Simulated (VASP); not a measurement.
Given:

```xyz
6
Lattice="3.7008 0.0000 0.0000 0.0000 3.7008 0.0000 0.0000 0.0000 6.7027" Properties=species:S:1:pos:R:3 pbc="T T T"
Y      3.7008     1.8504     1.5146
Y      1.8504     3.7008     5.1881
S      3.7008     1.8504     4.3100
S      1.8504     0.0000     2.3927
F      0.0000     3.7008     0.0000
F      1.8504     1.8504     0.0000
```

The numbers are results of LDA (Ceperley-Alder, Perdew-Zunger), VASP's LDA PAW potentials (set 64) (plane waves; VASP), not measurements. Numerical set-up: 520 eV cut-off, 14×14×8 Γ-centred mesh, Gaussian smearing of 0.010 eV, potentials Y_sv S F.

Q: Give the direction-averaged independent-particle dielectric function (no local fields, no excitons; a broadening of 0.1 eV leaves a tail below the gap, and fine structure carries the noise of the k-mesh).

A: 
```tsv
ħω (eV)	ε₁	ε₂
0.00	6.86	0.00
0.20	6.87	0.01
0.40	6.91	0.02
0.60	6.96	0.03
0.80	7.05	0.05
1.10	7.24	0.13
1.30	7.40	0.25
1.50	7.50	0.47
1.70	7.51	0.54
2.00	7.68	0.79
2.20	7.63	0.82
2.40	7.92	0.79
2.60	8.15	1.02
2.80	8.49	1.23
3.10	8.77	1.74
3.30	8.76	1.82
3.50	9.41	1.95
3.70	9.86	2.65
4.00	10.78	4.64
4.20	9.62	5.86
4.40	9.21	6.62
4.60	8.22	6.28
4.80	8.23	6.58
5.10	8.79	6.97
5.30	8.87	8.90
5.50	7.93	10.29
5.70	6.28	11.98
6.00	3.20	12.73
6.20	0.33	11.73
6.40	-0.80	9.87
6.60	-1.01	8.30
6.90	-1.60	7.26
```
ε₂ peaks at 6.0 eV (height 12.7); ε₁(0) averages 6.86, so the electronic refractive index below the gap tends to √6.86 = 2.62.

The structure comes from a computed database's YSF entry (P4/nmm); how it stands against other phases isn't given here. It was relaxed first, which changed the volume by -6 %.
